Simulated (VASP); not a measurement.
Shape and ions are relaxed at each volume.

Input:

```
CELL_PARAMETERS angstrom
      4.41060     0.00000     0.00000
      0.00000     4.41060     0.00000
      0.00000     0.00000     2.86780
ATOMIC_POSITIONS crystal
  Mn 0.00000 0.00000 0.00000
  Mn 0.50000 0.50000 0.50000
  O  0.30395 0.30395 0.00000
  O  0.80395 0.19605 0.50000
  O  0.19605 0.80395 0.50000
  O  0.69605 0.69605 0.00000
```
Starting moments (μB, in the order of the record's atoms Mn Mn O O O O): 2.5 -2.5 0.0 0.0 0.0 0.0.

Level of theory: PBE GGA with D3 dispersion (Becke-Johnson damping), VASP's PBE PAW potentials (set 64) (plane waves; VASP). Settings: 520 eV cut-off, 7×7×11 Γ-centred mesh, first-order Methfessel-Paxton smearing of 0.10 eV, potentials Mn_pv O.

### Question
Give the energy at these volumes per atom, relative to the lowest: 8.72, 9.00, 9.28, 9.56, 9.83 Å³.

### Answer
29.2, 7.4, 0.0, 4.8, 19.9 meV/atom. A third-order Birch-Murnaghan fit gives B0 = 231 GPa and B0′ = 4.8.

The compound is MnO2 in the rutile structure. It was relaxed first.
